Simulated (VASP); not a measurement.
BBi (relaxed from the rock salt structure, space group Fm-3m) is relaxed at rising pressure, each step from the one before. Symmetry mostly holds the structure type, and other phases were not tried. The mesh follows the cell, and a change of mesh leaves a small step in the series.

Consider the following.

```cif
data_BBi
_chemical_formula_sum 'B1 Bi1'
_space_group_name_H-M_alt 'P 1'
_space_group_IT_number 1
_cell_length_a 3.68236
_cell_length_b 3.68236
_cell_length_c 3.68236
_cell_angle_alpha 60.000
_cell_angle_beta 60.000
_cell_angle_gamma 60.000
loop_
_space_group_symop_operation_xyz
  'x, y, z'
loop_
_atom_site_label
_atom_site_type_symbol
_atom_site_fract_x
_atom_site_fract_y
_atom_site_fract_z
_atom_site_occupancy
B1 B 0.00000 0.00000 0.00000 1
Bi1 Bi 0.50000 0.50000 0.50000 1
```

All values below come from PBEsol GGA, VASP's PBE PAW potentials (set 64) (plane waves; VASP). Run with 620 eV cut-off, 12×12×12 Γ-centred mesh, first-order Methfessel-Paxton smearing of 0.10 eV, potentials B Bi_d.

Unless said otherwise, spin-orbit coupling is left out, though it shifts the bands of the heavy elements here.

| P (GPa) | V (Å³/atom) | H − H(0) (eV/atom) | space group | gap on the mesh (eV) | k-mesh |
|---|---|---|---|---|---|
| 0 | 17.65 | 0.000 | Fm-3m | 0.00 | 12×12×12 |
| 5 | ___ | ___ | Fm-3m | 0.00 | 12×12×12 |
| 10 | 16.17 | 1.053 | Fm-3m | 0.00 | 12×12×12 |
| 20 | ___ | ___ | Fm-3m | 0.00 | 13×13×13 |
| 30 | 14.35 | 2.945 | Fm-3m | 0.00 | 13×13×13 |
| 45 | 13.49 | 4.246 | Fm-3m | 0.00 | 13×13×13 |

Some entries are withheld; supply them.

- 5, V (Å³/atom): 16.84
- 5, H − H(0) (eV/atom): 0.538
- 20, V (Å³/atom): 15.11
- 20, H − H(0) (eV/atom): 2.026

Pressures at which the relaxation failed are left out.

The structure was generated: BBi was put into the rock salt type (Fm-3m), which need not be its known phase.
